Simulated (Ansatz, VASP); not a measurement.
# KCeS2 in two plane-wave programs

One calculation is typed for both programs; each brings its own data sets and cutoff. How far apart do they land? The cell is taken from a series of VASP runs on this material, whose earlier steps may have relaxed, scaled or displaced it; both programs get it as it stands. Other levels of theory on this material are compared in a session of their own.

Calculated with Ansatz 0.2.0; plane waves, with VASP 6.6.1 beside it; band structure at PBEsol, DFT+U.

In doubt: a part-filled 4f shell, where there is one, can sit in one of many states, so energies may not be the lowest and differences between runs may mislead; derivatives with an open 4f shell can jump between states, which bears on forces and vibrations.

## (1) Starting point

The structure is trigonal, space group R-3m (No. 166). The conventional cell has a = 4.208 Å, b = 4.208 Å, c = 21.775 Å, α = 90.00°, β = 90.00°, γ = 120.00°. Nearest to K lie 6 S at 3.21 Å. Nearest to Ce lie 6 S at 2.87 Å. S has 3 Ce at 2.87 Å and 3 K at 3.21 Å nearest. Farther neighbours and most contacts between anions are not listed.

## (2) VASP: band structure, PBEsol, DFT+U

With cell and atoms fixed, the geometry can't cause a difference; cores, projectors, grids and the points listed under the comparison can.

Lines of VASP's logs that name or quote its potential files are left out, and so is its time.

The input, INCAR:

```
SYSTEM = KCeS2
PREC = Accurate
ENCUT = 400
EDIFF = 1E-06
NELM = 150
ISMEAR = 0
SIGMA = 0.05
LREAL = .FALSE.
ALGO = Normal
GGA = PS
NBANDS = 33
ISPIN = 2
MAGMOM = -0 0.992 -0.01 -0.01
LDAU = .TRUE.
LDAUTYPE = 2
LDAUL = -1 3 -1
LDAUU = 0 6 0
LDAUJ = 0 0 0
LDAUPRINT = 1
LASPH = .TRUE.
LMAXMIX = 6
AMIX = 0.2
BMIX = 1E-04
AMIX_MAG = 0.8
BMIX_MAG = 1E-04
LORBIT = 11
LWAVE = .FALSE.
LCHARG = .FALSE.
KPAR = 8
```

The input, POSCAR:

```
KCeS2
1.0
    2.1041055605      1.2148059118      7.2583261421
   -2.1041055605      1.2148059118      7.2583261421
    0.0000000000     -2.4296118235      7.2583261421
K Ce S
1 1 2
Direct
    0.5000000000      0.5000000000      0.5000000000
    0.0000000000      0.0000000000      0.0000000000
    0.2629669045      0.2629669045      0.2629669045
    0.7370330955      0.7370330955      0.7370330955
```

The input, KPOINTS:

```
Automatic mesh
0
Gamma
7 7 7
0 0 0
```

The input, KPOINTS_OPT:

```
Line mode
16
Line-mode
Reciprocal
  0.00000000   0.00000000   0.00000000 GAMMA
  0.50000000   0.00000000   0.00000000 L

  0.50000000   0.00000000   0.00000000 L
  0.50000000   0.18534119  -0.18534119 B1

  0.81465881   0.50000000   0.18534119 B
  0.50000000   0.50000000   0.50000000 Z

  0.50000000   0.50000000   0.50000000 Z
  0.00000000   0.00000000   0.00000000 GAMMA

  0.00000000   0.00000000   0.00000000 GAMMA
  0.34267060   0.00000000  -0.34267060 X

  0.65732940   0.34267060   0.00000000 Q
  0.50000000   0.50000000   0.00000000 F

  0.50000000   0.50000000   0.00000000 F
  0.65732940   0.65732940   0.18534119 P1

  0.65732940   0.65732940   0.18534119 P1
  0.50000000   0.50000000   0.50000000 Z

  0.50000000   0.00000000   0.00000000 L
  0.81465881   0.34267060   0.34267060 P
```

Potentials, in the order of the species: K_sv, Ce and S (PBE family, release 64).

Command:

```console
$ mpirun -np 8 vasp_std
```

Numbers of over 12 decimals in the logs are rounded to 6 here.

The program printed:

```text
[banner, memory and clock lines left out]
running    8 mpi-ranks, on    1 nodes
 distrk:  each k-point on    1 cores,    8 groups
 distr:  one band on    1 cores,    1 groups

 POSCAR found type information on POSCAR K CeS
 POSCAR found :  3 types and       4 ions
|                                                                             |
|           W    W    AA    RRRRR   N    N  II  N    N   GGGG   !!!           |
|           W    W   A  A   R    R  NN   N  II  NN   N  G    G  !!!           |
|           W    W  A    A  R    R  N N  N  II  N N  N  G       !!!           |
|           W WW W  AAAAAA  RRRRR   N  N N  II  N  N N  G  GGG   !            |
|           WW  WW  A    A  R   R   N   NN  II  N   NN  G    G                |
|           W    W  A    A  R    R  N    N  II  N    N   GGGG   !!!           |
|                                                                             |
|     For optimal performance we recommend to set                             |
|       NCORE = 2 up to number-of-cores-per-socket                            |
|     NCORE specifies how many cores store one orbital (NPAR=cpu/NCORE).      |
|     This setting can greatly improve the performance of VASP for DFT.       |
|     The default, NCORE=1 might be grossly inefficient on modern             |
|     multi-core architectures or massively parallel machines. Do your        |
|     Unfortunately you need to use the default for GW and RPA                |
|     calculations (for HF NCORE is supported but not extensively tested      |
|     yet).                                                                   |
|                                                                             |

|                                                                             |
|               ----> ADVICE to this user running VASP <----                  |
|                                                                             |
|     You enforced a specific xc type in the INCAR file but a different       |
|     [... a line on the potential file left out ...]
|     I HOPE YOU KNOW WHAT YOU ARE DOING!                                     |
|                                                                             |

 LDA part: xc-table for (Slater+PW92), standard interpolation
 POSCAR, INCAR and KPOINTS ok, starting setup
 FFT: planning ... GRIDC
 FFT: planning ... GRID_SOFT
 FFT: planning ... GRID
 WAVECAR not read
 entering main loop
       N       E                     dE             d eps       ncg     rms          rms(c)
DAV:   1     0.284466596820E+03    0.28447E+03   -0.10745E+04  5808   0.808E+02
DAV:   2     0.147226302988E+02   -0.26974E+03   -0.23273E+03  6483   0.223E+02
DAV:   3    -0.208947860029E+02   -0.35617E+02   -0.34895E+02  7504   0.885E+01
DAV:   4    -0.230014662199E+02   -0.21067E+01   -0.20977E+01  8999   0.175E+01
DAV:   5    -0.231047461725E+02   -0.10328E+00   -0.10314E+00  9583   0.360E+00    0.113E+01
DAV:   6    -0.209296486233E+02    0.21751E+01   -0.34209E+00  7983   0.900E+00    0.668E+00
DAV:   7    -0.210123684530E+02   -0.82720E-01   -0.10730E+00  9468   0.370E+00    0.633E+00
DAV:   8    -0.213834824231E+02   -0.37111E+00   -0.24041E+00  8824   0.453E+00    0.557E+00
DAV:   9    -0.222800632439E+02   -0.89658E+00   -0.65163E-01  9341   0.254E+00    0.455E+00
DAV:  10    -0.223272167863E+02   -0.47154E-01   -0.75458E-01  9092   0.519E+00    0.237E+00
DAV:  11    -0.228575054568E+02   -0.53029E+00   -0.10819E-01  9544   0.270E+00    0.112E+00
DAV:  12    -0.228763126119E+02   -0.18807E-01   -0.14926E-02  8372   0.768E-01    0.649E-01
DAV:  13    -0.228759714237E+02    0.34119E-03   -0.26252E-02  7933   0.980E-01    0.242E-01
DAV:  14    -0.228770723071E+02   -0.11009E-02   -0.18347E-03  7751   0.188E-01    0.182E-01
DAV:  15    -0.228792540851E+02   -0.21818E-02   -0.52873E-04  9232   0.166E-01    0.111E-01
DAV:  16    -0.228803417769E+02   -0.10877E-02   -0.22829E-04  9108   0.125E-01    0.707E-02
DAV:  17    -0.228810054941E+02   -0.66372E-03   -0.32281E-04  8722   0.169E-01    0.373E-02
DAV:  18    -0.228811128479E+02   -0.10735E-03   -0.11356E-04  8636   0.497E-02    0.328E-02
DAV:  19    -0.228812802895E+02   -0.16744E-03   -0.46425E-05  8084   0.870E-02    0.270E-02
DAV:  20    -0.228814415193E+02   -0.16123E-03   -0.12635E-04  8547   0.138E-01    0.222E-02
DAV:  21    -0.228815171218E+02   -0.75603E-04   -0.91852E-05  8797   0.726E-02    0.146E-02
DAV:  22    -0.228815439440E+02   -0.26822E-04   -0.33786E-05  8529   0.704E-02    0.931E-03
DAV:  23    -0.228815524115E+02   -0.84675E-05   -0.12139E-05  6994   0.182E-02    0.364E-03
DAV:  24    -0.228815532478E+02   -0.83629E-06   -0.11961E-06  6746   0.870E-03
   1 F= -.22881553E+02 E0= -.22881553E+02  d E =-.451181E-13  mag=     1.0000
 Start KPOINTS_OPT (optional k-point list driver)
k-point batch [1-44\144]
       N       E                     dE             ncg
DAV:   1     0.112589867929E+04   -0.27814E+05     5816
DAV:   2    -0.103120770020E+05   -0.11438E+05     6487
DAV:   3    -0.117838619012E+05   -0.14718E+04     7404
DAV:   4    -0.118783809795E+05   -0.94519E+02     9271
DAV:   5    -0.118829528934E+05   -0.45719E+01     9415
DAV:   6    -0.118830700550E+05   -0.11716E+00     9088
DAV:   7    -0.118830736998E+05   -0.36447E-02     9526
DAV:   8    -0.118830741993E+05   -0.49949E-03     9712
DAV:   9    -0.118830742123E+05   -0.13028E-04     7896
DAV:  10    -0.118830742128E+05   -0.53965E-06     5176
[...]
k-point batch [133-144\144]
       N       E                     dE             ncg
DAV:   1     0.218332547916E+05   -0.99384E+04     1584
DAV:   2     0.187278554252E+05   -0.31054E+04     1765
DAV:   3     0.183295830813E+05   -0.39827E+03     2018
DAV:   4     0.183045264063E+05   -0.25057E+02     2528
DAV:   5     0.183031778242E+05   -0.13486E+01     2624
DAV:   6     0.183031523995E+05   -0.25425E-01     2472
DAV:   7     0.183031515050E+05   -0.89457E-03     2592
DAV:   8     0.183031513864E+05   -0.11856E-03     2656
DAV:   9     0.183031513830E+05   -0.34315E-05     2080
DAV:  10     0.183031513828E+05   -0.13571E-06     1456
```

Parts of OUTCAR (step 2):

```text
ion  position               nearest neighbor table
   1  0.500  0.500  0.500-   3 3.21   4 3.21   3 3.21   3 3.21   4 3.21   4 3.21
   2  0.000  0.000  0.000-   4 2.87   4 2.87   3 2.87   3 2.87   4 2.87   3 2.87
   3  0.263  0.263  0.263-   2 2.87   2 2.87   2 2.87   1 3.21   1 3.21   1 3.21
   4  0.737  0.737  0.737-   2 2.87   2 2.87   2 2.87   1 3.21   1 3.21   1 3.21

  LATTYP: Found a trigonal (rhomboedric) cell.
 ALAT       =     7.6541695825
 COS(alpha) =     0.8488636660

 Subroutine GETGRP returns: Found 12 space group operations
 (whereof 12 operations were pure point group operations)

The static configuration has the point symmetry D_3d.

 Found     44 irreducible k-points:

   k-points           NKPTS =     44   k-points in BZ     NKDIM =     44   number of bands    NBANDS=     33

   dimension x,y,z NGX =    50 NGY =   50 NGZ =   50
   dimension x,y,z NGXF=   100 NGYF=  100 NGZF=  100

   ENCUT  =  400.0 eV  29.40 Ry    5.42 a.u.  12.48 12.48 12.48*2*pi/ulx,y,z

   NELECT =      33.0000    total number of electrons

 k-points in reciprocal lattice and weights: Automatic mesh
   0.00000000  0.00000000  0.00000000       0.003
   0.14285714 -0.00000000 -0.00000000       0.017
   0.28571429 -0.00000000 -0.00000000       0.017
   0.42857143 -0.00000000 -0.00000000       0.017
   0.14285714  0.14285714 -0.00000000       0.017
   0.28571429  0.14285714 -0.00000000       0.035
   0.42857143  0.14285714 -0.00000000       0.035
  -0.42857143  0.14285714  0.00000000       0.035
  -0.28571429  0.14285714  0.00000000       0.035
[...]
0.42857143  0.42857143  0.42857143       0.006
  -0.42857143  0.42857143  0.42857143       0.017

atom =   2  type =  2  l = 3

 onsite density matrix

spin component  1

  0.4319  0.0000  0.0000  0.4773 -0.0000  0.0000  0.0000
  0.0000  0.0120 -0.0000 -0.0000  0.0030  0.0000 -0.0000
  0.0000 -0.0000  0.0048  0.0000 -0.0000  0.0030 -0.0000
  0.4773 -0.0000  0.0000  0.5699 -0.0000  0.0000  0.0000
 -0.0000  0.0030 -0.0000 -0.0000  0.0048  0.0000  0.0000
  0.0000  0.0000  0.0030  0.0000  0.0000  0.0120  0.0000
  0.0000 -0.0000 -0.0000  0.0000  0.0000  0.0000  0.0047

spin component  2

  0.0096  0.0000 -0.0000 -0.0077 -0.0000  0.0000  0.0000
  0.0000  0.0103 -0.0000 -0.0000  0.0024 -0.0000 -0.0000
 -0.0000 -0.0000  0.0043  0.0000 -0.0000  0.0024 -0.0000
 -0.0077 -0.0000  0.0000  0.0064 -0.0000  0.0000  0.0000
 -0.0000  0.0024 -0.0000 -0.0000  0.0043  0.0000  0.0000
  0.0000 -0.0000  0.0024  0.0000  0.0000  0.0103  0.0000
  0.0000 -0.0000 -0.0000  0.0000  0.0000  0.0000  0.0044

 occupancies and eigenvectors

  o =  0.0002  v =  0.0000  0.0000  0.0000  0.0000  0.0000  0.0000  0.0000 -0.6329  0.0000 -0.0000 -0.7742 -0.0000  0.0000  0.0000      0.0000  0.0000  0.0000  0.0000  0.0000  0.0000  0.0000  0.0000  0.0000  0.0000  0.0000  0.0000  0.0000  0.0000
  o =  0.0035  v =  0.0000  0.0000  0.0000  0.0000  0.0000  0.0000  0.0000 -0.0000 -0.3342 -0.0000 -0.0000  0.9425  0.0000 -0.0000      0.0000  0.0000  0.0000  0.0000  0.0000  0.0000  0.0000  0.0000  0.0000  0.0000  0.0000  0.0000  0.0000  0.0000
  o =  0.0035  v =  0.0000  0.0000  0.0000  0.0000  0.0000  0.0000  0.0000  0.0000  0.0000 -0.9425  0.0000 -0.0000  0.3342 -0.0000      0.0000  0.0000  0.0000  0.0000  0.0000  0.0000  0.0000  0.0000  0.0000  0.0000  0.0000  0.0000  0.0000  0.0000
[...]
o =  0.0047  v = -0.0000  0.0000  0.0000 -0.0000 -0.0000 -0.0000 -1.0000  0.0000  0.0000  0.0000  0.0000  0.0000  0.0000  0.0000      0.0000  0.0000  0.0000  0.0000  0.0000  0.0000  0.0000  0.0000  0.0000  0.0000  0.0000  0.0000  0.0000  0.0000
  o =  0.0111  v =  0.0000  0.0000  0.0000  0.0000  0.0000  0.0000  0.0000  0.0000 -0.0000  0.3342  0.0000 -0.0000  0.9425  0.0000      0.0000  0.0000  0.0000  0.0000  0.0000  0.0000  0.0000  0.0000  0.0000  0.0000  0.0000  0.0000  0.0000  0.0000
  o =  0.0111  v =  0.0000  0.0000  0.0000  0.0000  0.0000  0.0000  0.0000  0.0000  0.9425  0.0000  0.0000  0.3342  0.0000 -0.0000      0.0000  0.0000  0.0000  0.0000  0.0000  0.0000  0.0000  0.0000  0.0000  0.0000  0.0000  0.0000  0.0000  0.0000
  o =  0.0131  v = -0.0000  0.0000 -0.3390  0.0000  0.0000 -0.9408 -0.0000  0.0000  0.0000  0.0000  0.0000  0.0000  0.0000  0.0000      0.0000  0.0000  0.0000  0.0000  0.0000  0.0000  0.0000  0.0000  0.0000  0.0000  0.0000  0.0000  0.0000  0.0000
  o =  0.0131  v = -0.0000 -0.9408 -0.0000  0.0000 -0.3390 -0.0000  0.0000  0.0000  0.0000  0.0000  0.0000  0.0000  0.0000  0.0000      0.0000  0.0000  0.0000  0.0000  0.0000  0.0000  0.0000  0.0000  0.0000  0.0000  0.0000  0.0000  0.0000  0.0000
  o =  0.0158  v =  0.0000  0.0000  0.0000  0.0000  0.0000  0.0000  0.0000 -0.7742 -0.0000  0.0000  0.6329  0.0000  0.0000  0.0000      0.0000  0.0000  0.0000  0.0000  0.0000  0.0000  0.0000  0.0000  0.0000  0.0000  0.0000  0.0000  0.0000  0.0000
  o =  0.0187  v = -0.7560  0.0000  0.0000  0.6546  0.0000  0.0000  0.0000  0.0000  0.0000  0.0000  0.0000  0.0000  0.0000  0.0000      0.0000  0.0000  0.0000  0.0000  0.0000  0.0000  0.0000  0.0000  0.0000  0.0000  0.0000  0.0000  0.0000  0.0000
  o =  0.9832  v = -0.6546 -0.0000 -0.0000 -0.7560  0.0000 -0.0000 -0.0000  0.0000  0.0000  0.0000  0.0000  0.0000  0.0000  0.0000      0.0000  0.0000  0.0000  0.0000  0.0000  0.0000  0.0000  0.0000  0.0000  0.0000  0.0000  0.0000  0.0000  0.0000

 average (electrostatic) potential at core
       1 -33.3010       2 -79.6140       3 -87.0542       4 -87.0542

 E-fermi :   2.5441

 spin component 1
 k-point     1 :       0.0000    0.0000    0.0000
  band No.  band energies     occupation
    ...
     13       0.7217      1.00000
     14       1.2617      1.00000
     15       2.1033      1.00000
     16       2.2951      1.00000
     17       2.2951      1.00000
     18       5.7274      0.00000
     19       5.7274      0.00000
     20       6.2146      0.00000
     21       6.2509      0.00000
     22       7.3647      0.00000
    ...

 k-point     2 :       0.1429   -0.0000   -0.0000
  band No.  band energies     occupation
    ...
     13       0.8124      1.00000
     14       1.2879      1.00000
     15       1.6857      1.00000
     16       2.1351      1.00000
     17       2.1508      1.00000
     18       5.5818      0.00000
     19       6.0442      0.00000
     20       6.3492      0.00000
     21       6.7645      0.00000
     22       7.0613      0.00000
    ...

 k-point     3 :       0.2857   -0.0000   -0.0000
  band No.  band energies     occupation
    ...
     13       0.9570      1.00000
     14       1.0100      1.00000
     15       1.3423      1.00000
     16       1.9172      1.00000
     17       2.0295      1.00000
     18       5.2807      0.00000
     19       6.5728      0.00000
     20       6.6359      0.00000
     21       6.8537      0.00000
     22       7.3349      0.00000
    ...

 k-point     4 :       0.4286   -0.0000   -0.0000
  band No.  band energies     occupation
    ...
     13       0.9806      1.00000
     14       1.2411      1.00000
     15       1.3618      1.00000
     16       1.6355      1.00000
     17       1.8800      1.00000
     18       5.0731      0.00000
     19       6.7821      0.00000
     20       6.9442      0.00000
     21       7.1121      0.00000
     22       7.3311      0.00000
    ...

 k-point     5 :       0.1429    0.1429   -0.0000
  band No.  band energies     occupation
    ...
     13       0.8309      1.00000
     14       1.2878      1.00000
     15       1.6659      1.00000
     16       2.1001      1.00000
     17       2.1297      1.00000
     18       5.5983      0.00000
     19       6.0208      0.00000
     20       6.3178      0.00000
     21       6.8990      0.00000
     22       7.0490      0.00000
    ...

 k-point     6 :       0.2857    0.1429   -0.0000
  band No.  band energies     occupation
    ...
     13       0.7943      1.00000
     14       1.2958      1.00000
     15       1.3278      1.00000
     16       1.7640      1.00000
     17       2.1123      1.00000
     18       5.6708      0.00000
     19       5.9211      0.00000
     20       6.6944      0.00000
     21       6.9617      0.00000
     22       7.2457      0.00000
    ...

  Total        0.0169526      0.0169526     -0.0022933      0.0000000     -0.0000000      0.0000000
  in kB        0.2439966      0.2439966     -0.0330071      0.0000000     -0.0000000      0.0000000
  external PRESSURE =       0.1516620 kB  Pullay stress =       0.0000000 kB

  energy-cutoff  :      400.00
  volume of cell :      111.32
      direct lattice vectors                 reciprocal lattice vectors
     2.104105560  1.214805912  7.258326142     0.237630663  0.137196127  0.045924271
    -2.104105560  1.214805912  7.258326142    -0.237630663  0.137196127  0.045924271
     0.000000000 -2.429611824  7.258326142     0.000000000 -0.274392255  0.045924271

 POSITION                                       TOTAL-FORCE (eV/Angst)
 -----------------------------------------------------------------------------------
      0.00000      0.00000     10.88749        -0.000000     -0.000000     -0.000000
      0.00000      0.00000      0.00000         0.000000     -0.000000     -0.000000
      0.00000      0.00000      5.72610         0.000000      0.000000      0.000435
      0.00000      0.00000     16.04888         0.000000     -0.000000     -0.000435
 -----------------------------------------------------------------------------------
    total drift:                               -0.000000     -0.000000     -0.000000

  FREE ENERGIE OF THE ION-ELECTRON SYSTEM (eV)
  ---------------------------------------------------
  free  energy   TOTEN  =       -22.8815532478 eV

  energy  without entropy=      -22.8815532478  energy(sigma->0) =      -22.88155325

 total charge
# of ion       s       p       d       f       tot
--------------------------------------------------
    1        1.959   5.568   0.034   0.000   7.561
    2        2.013   5.735   0.664   1.086   9.497
    3        1.319   2.423   0.000   0.000   3.743
    4        1.319   2.423   0.000   0.000   3.743
--------------------------------------------------
tot          6.612  16.149   0.697   1.086  24.544

 magnetization (x)
# of ion       s       p       d       f       tot
--------------------------------------------------
    1       -0.000  -0.000  -0.000   0.000  -0.000
    2       -0.002  -0.005   0.010   0.989   0.992
    3       -0.001  -0.009   0.000   0.000  -0.010
    4       -0.001  -0.009   0.000   0.000  -0.010
--------------------------------------------------
tot         -0.004  -0.023   0.010   0.989   0.973

[... 6 further parts left out ...]
```

Direct gaps are counted within one spin. The valence top and the conduction bottom belong to opposite spins.

(Continued in part 2 of 2.)

[Lines on the potential files, build, host, timing and source positions are cut from VASP's logs without a mark.]

[Logs are printed without paths, hosts, clocks, repeated set-up lines and the standing remarks that a program may print on its own settings, such as how far it seeks lower states.]

[Hosts, paths, dates, database ids (printed as entryN), source tags and the programs' standing remarks are cut or masked in the printed files.]
